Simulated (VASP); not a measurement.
Computed with r2SCAN meta-GGA, VASP's PBE PAW potentials (set 64) (plane waves; VASP).

Input for VASP

KPOINTS:
```
Automatic mesh
0
Gamma
8 8 4
0 0 0
```

### POSCAR
```
RuTe
1.0
  3.9211007025   0.0000000000   0.0000000000
 -1.9605503512   3.3957726336   0.0000000000
  0.0000000000   0.0000000000   7.2708977259
Ru Te
2 2
Cart
 -0.0000019605   2.2638495543   0.0773032510
  1.9605523118   1.1319230793   3.7127521140
 -0.0000019605   2.2638495543   2.6492833962
  1.9605523118   1.1319230793   6.2847322591
```

### INCAR
```
SYSTEM  =  RuTe
PREC  =  Accurate; ENCUT  =  400; LREAL  =  .False.
LASPH  =  .True.
EDIFF  =  1E-6; NELM  =  100; ALGO  =  Normal
LMAXMIX  =  4; LMIXTAU  =  .True.
ISMEAR  =  1; SIGMA  =  0.1
METAGGA  =  R2SCAN
IBRION  =  2; NSW  =  60; ISIF  =  3
EDIFFG  =  -0.02
LWAVE  =  .False.; LCHARG  =  .False.
```

POTCAR, in this order: Ru_pv Te (PBE.64 set). Program: vasp_std.

The resulting files:

File OSZICAR:
```
...
       N       E                     dE             d eps       ncg     rms          rms(c)
DAV:   1    -0.100483267270E+03   -0.20077E-01   -0.65099E-01  1440   0.581E+00    0.928E-01
DAV:   2    -0.100467208333E+03    0.16059E-01   -0.36998E-02  1512   0.129E+00    0.343E-01
DAV:   3    -0.100465991280E+03    0.12171E-02   -0.76143E-03  1632   0.564E-01    0.174E-01
DAV:   4    -0.100465950349E+03    0.40931E-04   -0.20241E-03  1688   0.291E-01    0.669E-02
DAV:   5    -0.100466028065E+03   -0.77715E-04   -0.31196E-04  1920   0.109E-01    0.366E-02
DAV:   6    -0.100466042999E+03   -0.14935E-04   -0.31705E-05  1544   0.387E-02    0.189E-02
DAV:   7    -0.100466036339E+03    0.66607E-05   -0.23842E-05  1640   0.326E-02    0.364E-03
DAV:   8    -0.100466047707E+03   -0.11369E-04   -0.88722E-06  1480   0.215E-02    0.158E-03
DAV:   9    -0.100466045766E+03    0.19417E-05   -0.86851E-07   768   0.724E-03    0.674E-04
DAV:  10    -0.100466047072E+03   -0.13068E-05   -0.18684E-07   720   0.287E-03    0.204E-04
DAV:  11    -0.100466046627E+03    0.44575E-06   -0.23671E-08   720   0.102E-03
   4 F= -.10046605E+03 E0= -.10046660E+03  d E =-.285529E-02
       N       E                     dE             d eps       ncg     rms          rms(c)
DAV:   1    -0.100504684005E+03   -0.38637E-01   -0.14039E+00  1440   0.855E+00    0.136E+00
DAV:   2    -0.100470041948E+03    0.34642E-01   -0.80380E-02  1512   0.190E+00    0.505E-01
DAV:   3    -0.100467423621E+03    0.26183E-02   -0.16274E-02  1632   0.828E-01    0.257E-01
DAV:   4    -0.100467306302E+03    0.11732E-03   -0.43837E-03  1688   0.426E-01    0.985E-02
DAV:   5    -0.100467474505E+03   -0.16820E-03   -0.66338E-04  1928   0.157E-01    0.541E-02
DAV:   6    -0.100467505325E+03   -0.30820E-04   -0.68058E-05  1552   0.566E-02    0.283E-02
DAV:   7    -0.100467494824E+03    0.10501E-04   -0.51726E-05  1616   0.484E-02    0.539E-03
DAV:   8    -0.100467517147E+03   -0.22323E-04   -0.21191E-05  1480   0.334E-02    0.249E-03
DAV:   9    -0.100467514906E+03    0.22409E-05   -0.19789E-06  1024   0.107E-02    0.109E-03
DAV:  10    -0.100467516509E+03   -0.16024E-05   -0.31912E-07   720   0.376E-03    0.285E-04
DAV:  11    -0.100467516020E+03    0.48911E-06   -0.41068E-08   720   0.139E-03
   5 F= -.10046752E+03 E0= -.10046766E+03  d E =-.432468E-02
       N       E                     dE             d eps       ncg     rms          rms(c)
DAV:   1    -0.100470213089E+03   -0.26966E-02   -0.97255E-02  1472   0.332E+00    0.279E-01
DAV:   2    -0.100468864959E+03    0.13481E-02   -0.66517E-03  1488   0.685E-01    0.119E-01
DAV:   3    -0.100468740823E+03    0.12414E-03   -0.92950E-04  1648   0.211E-01    0.559E-02
DAV:   4    -0.100468733944E+03    0.68799E-05   -0.25574E-04  1672   0.104E-01    0.208E-02
DAV:   5    -0.100468740270E+03   -0.63268E-05   -0.27593E-05  1896   0.320E-02    0.154E-02
DAV:   6    -0.100468740039E+03    0.23143E-06   -0.50196E-06  1496   0.150E-02
   6 F= -.10046874E+03 E0= -.10046877E+03  d E =-.122402E-02
       N       E                     dE             d eps       ncg     rms          rms(c)
DAV:   1    -0.100485757410E+03   -0.17017E-01   -0.87279E-01  1472   0.993E+00    0.835E-01
DAV:   2    -0.100473452770E+03    0.12305E-01   -0.59888E-02  1488   0.205E+00    0.360E-01
DAV:   3    -0.100472390152E+03    0.10626E-02   -0.84940E-03  1648   0.637E-01    0.170E-01
DAV:   4    -0.100472297499E+03    0.92653E-04   -0.23670E-03  1680   0.317E-01    0.624E-02
DAV:   5    -0.100472363129E+03   -0.65630E-04   -0.25591E-04  1904   0.968E-02    0.461E-02
DAV:   6    -0.100472365206E+03   -0.20770E-05   -0.44519E-05  1560   0.448E-02    0.231E-02
DAV:   7    -0.100472366255E+03   -0.10494E-05   -0.44039E-05  1496   0.477E-02    0.511E-03
DAV:   8    -0.100472381062E+03   -0.14807E-04   -0.16096E-05  1464   0.304E-02    0.407E-03
DAV:   9    -0.100472382050E+03   -0.98767E-06   -0.81882E-07   784   0.721E-03
   7 F= -.10047238E+03 E0= -.10047224E+03  d E =-.486603E-02
       N       E                     dE             d eps       ncg     rms          rms(c)
DAV:   1    -0.100532472690E+03   -0.60092E-01   -0.34762E+00  1472   0.198E+01    0.168E+00
DAV:   2    -0.100482022471E+03    0.50450E-01   -0.24149E-01  1488   0.411E+00    0.735E-01
DAV:   3    -0.100477366167E+03    0.46563E-02   -0.35952E-02  1640   0.132E+00    0.355E-01
DAV:   4    -0.100476718200E+03    0.64797E-03   -0.10286E-02  1696   0.660E-01    0.130E-01
DAV:   5    -0.100476947161E+03   -0.22896E-03   -0.10469E-03  1888   0.196E-01    0.944E-02
DAV:   6    -0.100476960851E+03   -0.13691E-04   -0.20239E-04  1552   0.894E-02    0.483E-02
DAV:   7    -0.100476973077E+03   -0.12226E-04   -0.18755E-04  1480   0.967E-02    0.113E-02
DAV:   8    -0.100477032222E+03   -0.59145E-04   -0.66335E-05  1464   0.602E-02    0.945E-03
DAV:   9    -0.100477036689E+03   -0.44678E-05   -0.33667E-06  1336   0.130E-02    0.391E-03
DAV:  10    -0.100477037158E+03   -0.46881E-06   -0.72687E-07   720   0.536E-03
   8 F= -.10047704E+03 E0= -.10047639E+03  d E =-.952114E-02
       N       E                     dE             d eps       ncg     rms          rms(c)
DAV:   1    -0.100484917398E+03   -0.78807E-02   -0.47737E-01  1472   0.738E+00    0.621E-01
DAV:   2    -0.100478017547E+03    0.68999E-02   -0.33392E-02  1480   0.153E+00    0.272E-01
DAV:   3    -0.100477409048E+03    0.60850E-03   -0.48731E-03  1624   0.496E-01    0.130E-01
DAV:   4    -0.100477309693E+03    0.99356E-04   -0.14240E-03  1696   0.245E-01    0.483E-02
DAV:   5    -0.100477340002E+03   -0.30309E-04   -0.14270E-04  1896   0.710E-02    0.354E-02
DAV:   6    -0.100477341803E+03   -0.18015E-05   -0.27866E-05  1560   0.331E-02    0.186E-02
DAV:   7    -0.100477341713E+03    0.90233E-07   -0.26354E-05  1464   0.367E-02    0.457E-03
DAV:   8    -0.100477351083E+03   -0.93700E-05   -0.10067E-05  1464   0.236E-02    0.394E-03
DAV:   9    -0.100477351682E+03   -0.59914E-06   -0.41140E-07   720   0.487E-03
   9 F= -.10047735E+03 E0= -.10047665E+03  d E =-.983566E-02
       N       E                     dE             d eps       ncg     rms          rms(c)
DAV:   1    -0.100483343870E+03   -0.59928E-02   -0.22812E-01  1440   0.529E+00    0.537E-01
DAV:   2    -0.100479832918E+03    0.35110E-02   -0.36838E-02  1456   0.162E+00    0.232E-01
DAV:   3    -0.100479044857E+03    0.78806E-03   -0.29739E-03  1488   0.425E-01    0.102E-01
DAV:   4    -0.100478994267E+03    0.50590E-04   -0.85281E-04  1640   0.150E-01    0.349E-02
DAV:   5    -0.100479023240E+03   -0.28973E-04   -0.68559E-05  1784   0.566E-02    0.234E-02
DAV:   6    -0.100479020348E+03    0.28919E-05   -0.24290E-05  1600   0.287E-02    0.154E-02
DAV:   7    -0.100479028055E+03   -0.77071E-05   -0.18452E-05  1512   0.300E-02    0.637E-03
DAV:   8    -0.100479030519E+03   -0.24644E-05   -0.12628E-05  1488   0.237E-02    0.211E-03
DAV:   9    -0.100479033347E+03   -0.28279E-05   -0.41022E-07   728   0.472E-03    0.152E-03
DAV:  10    -0.100479032796E+03    0.55166E-06   -0.23815E-07   720   0.305E-03
  10 F= -.10047903E+03 E0= -.10047831E+03  d E =-.168111E-02
       N       E                     dE             d eps       ncg     rms          rms(c)
DAV:   1    -0.100481386599E+03   -0.23533E-02   -0.10458E-01  1440   0.358E+00    0.364E-01
DAV:   2    -0.100479780290E+03    0.16063E-02   -0.16834E-02  1456   0.110E+00    0.157E-01
DAV:   3    -0.100479422166E+03    0.35812E-03   -0.13550E-03  1488   0.287E-01    0.692E-02
DAV:   4    -0.100479396421E+03    0.25745E-04   -0.38895E-04  1640   0.101E-01    0.236E-02
DAV:   5    -0.100479412711E+03   -0.16290E-04   -0.31611E-05  1792   0.384E-02    0.157E-02
DAV:   6    -0.100479409941E+03    0.27703E-05   -0.11092E-05  1600   0.194E-02    0.104E-02
DAV:   7    -0.100479416477E+03   -0.65358E-05   -0.84019E-06  1512   0.203E-02    0.429E-03
DAV:   8    -0.100479415605E+03    0.87200E-06   -0.58100E-06  1440   0.161E-02
  11 F= -.10047942E+03 E0= -.10047869E+03  d E =-.206392E-02
```

OUTCAR:
```
------------------------ aborting loop because EDIFF is reached ----------------------------------------
  FORCE on cell =-STRESS in cart. coord.  units (eV):
  Direction    XX          YY          ZZ          XY          YZ          ZX
  --------------------------------------------------------------------------------------
  Total        0.0214449      0.0214449     -0.0216812      0.0000000      0.0000000      0.0000000
  in kB        0.3521141      0.3521140     -0.3559949      0.0000000      0.0000000      0.0000000
  external PRESSURE =       0.1160777 kB  Pullay stress =       0.0000000 kB
  volume of cell :       97.58
      direct lattice vectors                 reciprocal lattice vectors
     3.865927443 -0.000000000 -0.000000000     0.258670142  0.149343284 -0.000000000
    -1.932963722  3.347991198  0.000000000     0.000000000  0.298686568  0.000000000
     0.000000000 -0.000000000  7.538979645     0.000000000  0.000000000  0.132643945
 POSITION                                       TOTAL-FORCE (eV/Angst)
 -----------------------------------------------------------------------------------
     -0.00000      2.23200      0.10628         0.000000     -0.000000      0.005710
      1.93297      1.11600      3.87577        -0.000000      0.000000      0.005710
     -0.00000      2.23200      2.72084        -0.000000      0.000000     -0.005710
      1.93297      1.11600      6.49033        -0.000000     -0.000000     -0.005710
 -----------------------------------------------------------------------------------
    total drift:                               -0.002455      0.001417      0.002521
  FREE ENERGIE OF THE ION-ELECTRON SYSTEM (eV)
  ---------------------------------------------------
  free  energy   TOTEN  =      -100.4794156048 eV

  energy  without entropy=     -100.4772326285  energy(sigma->0) =     -100.47868795

 reached required accuracy - stopping structural energy minimisation
```
(Selected blocks of OUTCAR.)

### CONTCAR
```
RuTe
   1.00000000000000
     3.8659274434910902   -0.0000000000008276   -0.0000000000000000
    -1.9329637216969660    3.3479911976201318    0.0000000000000000
     0.0000000000000000   -0.0000000000000000    7.5389796448547362
  Ru              Te
     2     2
Direct
     0.3333330000000032    0.6666669999999968    0.0140970176982056
     0.6666669999999968    0.3333330000000032    0.5140970176982056
     0.3333330000000032    0.6666669999999968    0.3609029823017943
     0.6666669999999968    0.3333330000000032    0.8609029823017944
```

The structure was generated: RuTe was put into the wurtzite type (P6_3mc), which need not be its known phase. This run relaxes it. Symmetry was kept, so distortions that lower it aren't found. The start is the result of an earlier pass.
